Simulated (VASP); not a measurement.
A convergence study with VASP on Cu (fcc): a few settings are varied, all else stays as given below, so the limit is that of these other settings. The cell's lengths are 1 % over those of the tabulated start, so it is off equilibrium.

```xyz
1
Lattice="0.0000 1.8231 1.8231 1.8231 0.0000 1.8231 1.8231 1.8231 0.0000" Properties=species:S:1:pos:R:3 pbc="T T T"
Cu     0.0000     0.0000     0.0000
```

Method: PBEsol GGA, VASP's PBE PAW potentials (set 64) (plane waves; VASP). The last row used: LREAL = Auto, 600 eV cut-off, 14×14×14 Γ-centred mesh, first-order Methfessel-Paxton smearing of 0.10 eV, potentials Cu.

```
setting                                        E (eV/atom)  pressure (GPa)  plane waves
---------------------------------------------  -----------  --------------  -----------
ENCUT = 300, LREAL = .FALSE., PREC = Normal        -4.2862          -11.71          153
ENCUT = 400, LREAL = .FALSE., PREC = Normal        -4.2871           -9.73          229
ENCUT = 500, LREAL = .FALSE., PREC = Normal        -4.2863           -9.09          331
ENCUT = 600, LREAL = .FALSE., PREC = Normal        -4.2866           -8.91          415
ENCUT = 500, LREAL = .FALSE., PREC = Accurate      -4.2862           -9.14          331
ENCUT = 600, LREAL = .FALSE., PREC = Accurate      -4.2866           -8.93          415
ENCUT = 300, LREAL = Auto, PREC = Normal           -4.2870          -11.73          153
ENCUT = 400, LREAL = Auto, PREC = Normal           -4.2874           -9.73          229
ENCUT = 500, LREAL = Auto, PREC = Normal           -4.2867           -9.12          331
ENCUT = 600, LREAL = Auto, PREC = Normal           -4.2868           -8.97          415
ENCUT = 300, LREAL = Auto, PREC = Accurate         -4.2867          -11.78          153
ENCUT = 400, LREAL = Auto, PREC = Accurate         -4.2874           -9.78          229
ENCUT = 500, LREAL = Auto, PREC = Accurate         -4.2865           -9.15          331
ENCUT = 600, LREAL = Auto, PREC = Accurate         -4.2870           -8.96          415
```

Left out are rungs that failed or repeat a setting and relaxations that didn't move; long series are thinned to 24 rows.

The compound is Cu in the fcc structure. The cell was not relaxed at this level.
